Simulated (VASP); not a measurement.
Here is the system:

```yaml
crystal:
  lattice:
    - [0.00000, 3.85952, 3.85952]
    - [3.85952, 0.00000, 3.85952]
    - [3.85952, 3.85952, 0.00000]
  atoms:
    - { symbol: Na, position: [0.25000, 0.25000, 0.25000] }
    - { symbol: Na, position: [0.75000, 0.75000, 0.75000] }
    - { symbol: Na, position: [0.50000, 0.50000, 0.50000] }
    - { symbol: Tl, position: [0.00000, 0.00000, 0.00000] }
```

Method: PBEsol GGA, VASP's PBE PAW potentials (set 64) (plane waves; VASP 6.6.1). Settings: 400 eV cut-off, 8×8×8 Γ-centred mesh, tetrahedra with Blöchl corrections, potentials Na_pv Tl_d.

Unless said otherwise, spin-orbit coupling is left out, though it shifts the bands of the heavy elements here.

Tabulate the total density of states (states/eV per cell) against energy (eV; zero at the valence-band maximum or, without a gap, the Fermi level).

```json
[
 {"E (eV)": "-9.90", "DOS (states/eV)": "0.00"},
 {"E (eV)": "-9.68", "DOS (states/eV)": "0.00"},
 {"E (eV)": "-9.56", "DOS (states/eV)": "0.00"},
 {"E (eV)": "-9.34", "DOS (states/eV)": "0.00"},
 {"E (eV)": "-9.23", "DOS (states/eV)": "0.00"},
 {"E (eV)": "-9.00", "DOS (states/eV)": "0.00"},
 {"E (eV)": "-8.89", "DOS (states/eV)": "0.00"},
 {"E (eV)": "-8.67", "DOS (states/eV)": "0.00"},
 {"E (eV)": "-8.55", "DOS (states/eV)": "0.00"},
 {"E (eV)": "-8.33", "DOS (states/eV)": "0.00"},
 {"E (eV)": "-8.22", "DOS (states/eV)": "0.00"},
 {"E (eV)": "-7.99", "DOS (states/eV)": "0.00"},
 {"E (eV)": "-7.88", "DOS (states/eV)": "0.00"},
 {"E (eV)": "-7.66", "DOS (states/eV)": "0.00"},
 {"E (eV)": "-7.54", "DOS (states/eV)": "0.00"},
 {"E (eV)": "-7.32", "DOS (states/eV)": "0.00"},
 {"E (eV)": "-7.21", "DOS (states/eV)": "0.00"},
 {"E (eV)": "-6.98", "DOS (states/eV)": "0.00"},
 {"E (eV)": "-6.87", "DOS (states/eV)": "0.11"},
 {"E (eV)": "-6.65", "DOS (states/eV)": "0.94"},
 {"E (eV)": "-6.53", "DOS (states/eV)": "1.35"},
 {"E (eV)": "-6.31", "DOS (states/eV)": "3.62"},
 {"E (eV)": "-6.20", "DOS (states/eV)": "5.54"},
 {"E (eV)": "-5.97", "DOS (states/eV)": "0.00"},
 {"E (eV)": "-5.86", "DOS (states/eV)": "0.00"},
 {"E (eV)": "-5.64", "DOS (states/eV)": "0.00"},
 {"E (eV)": "-5.52", "DOS (states/eV)": "0.00"},
 {"E (eV)": "-5.30", "DOS (states/eV)": "0.00"},
 {"E (eV)": "-5.19", "DOS (states/eV)": "0.00"},
 {"E (eV)": "-4.96", "DOS (states/eV)": "0.00"},
 {"E (eV)": "-4.85", "DOS (states/eV)": "0.00"},
 {"E (eV)": "-4.63", "DOS (states/eV)": "0.00"},
 {"E (eV)": "-4.51", "DOS (states/eV)": "0.00"},
 {"E (eV)": "-4.29", "DOS (states/eV)": "0.00"},
 {"E (eV)": "-4.18", "DOS (states/eV)": "0.00"},
 {"E (eV)": "-3.95", "DOS (states/eV)": "0.00"},
 {"E (eV)": "-3.84", "DOS (states/eV)": "0.00"},
 {"E (eV)": "-3.62", "DOS (states/eV)": "0.00"},
 {"E (eV)": "-3.50", "DOS (states/eV)": "0.00"},
 {"E (eV)": "-3.28", "DOS (states/eV)": "0.00"},
 {"E (eV)": "-3.17", "DOS (states/eV)": "0.00"},
 {"E (eV)": "-2.94", "DOS (states/eV)": "0.00"},
 {"E (eV)": "-2.83", "DOS (states/eV)": "0.00"},
 {"E (eV)": "-2.60", "DOS (states/eV)": "0.00"},
 {"E (eV)": "-2.49", "DOS (states/eV)": "0.00"},
 {"E (eV)": "-2.27", "DOS (states/eV)": "0.51"},
 {"E (eV)": "-2.16", "DOS (states/eV)": "0.97"},
 {"E (eV)": "-1.93", "DOS (states/eV)": "2.23"},
 {"E (eV)": "-1.82", "DOS (states/eV)": "4.53"},
 {"E (eV)": "-1.59", "DOS (states/eV)": "1.35"},
 {"E (eV)": "-1.48", "DOS (states/eV)": "0.71"},
 {"E (eV)": "-1.26", "DOS (states/eV)": "0.79"},
 {"E (eV)": "-1.15", "DOS (states/eV)": "1.51"},
 {"E (eV)": "-0.92", "DOS (states/eV)": "1.37"},
 {"E (eV)": "-0.81", "DOS (states/eV)": "1.41"},
 {"E (eV)": "-0.58", "DOS (states/eV)": "1.68"},
 {"E (eV)": "-0.47", "DOS (states/eV)": "1.78"},
 {"E (eV)": "-0.25", "DOS (states/eV)": "2.20"},
 {"E (eV)": "-0.14", "DOS (states/eV)": "2.56"},
 {"E (eV)": "0.09", "DOS (states/eV)": "2.18"},
 {"E (eV)": "0.20", "DOS (states/eV)": "2.13"},
 {"E (eV)": "0.43", "DOS (states/eV)": "2.08"},
 {"E (eV)": "0.54", "DOS (states/eV)": "2.00"},
 {"E (eV)": "0.76", "DOS (states/eV)": "1.83"},
 {"E (eV)": "0.88", "DOS (states/eV)": "1.34"},
 {"E (eV)": "1.10", "DOS (states/eV)": "0.87"},
 {"E (eV)": "1.21", "DOS (states/eV)": "0.54"},
 {"E (eV)": "1.44", "DOS (states/eV)": "0.53"},
 {"E (eV)": "1.55", "DOS (states/eV)": "0.65"},
 {"E (eV)": "1.77", "DOS (states/eV)": "0.99"},
 {"E (eV)": "1.89", "DOS (states/eV)": "1.37"},
 {"E (eV)": "2.11", "DOS (states/eV)": "2.37"},
 {"E (eV)": "2.22", "DOS (states/eV)": "3.05"},
 {"E (eV)": "2.45", "DOS (states/eV)": "1.37"},
 {"E (eV)": "2.56", "DOS (states/eV)": "0.42"},
 {"E (eV)": "2.78", "DOS (states/eV)": "0.68"},
 {"E (eV)": "2.90", "DOS (states/eV)": "1.77"},
 {"E (eV)": "3.12", "DOS (states/eV)": "2.55"},
 {"E (eV)": "3.23", "DOS (states/eV)": "2.58"},
 {"E (eV)": "3.46", "DOS (states/eV)": "3.15"}
]
```
Within 2 eV below the Fermi level the largest weight inside VASP's projection spheres is Tl p, then Na s.

The structure comes from a computed database's Na3Tl entry (Fm-3m); how it stands against other phases isn't given here. It was relaxed first.
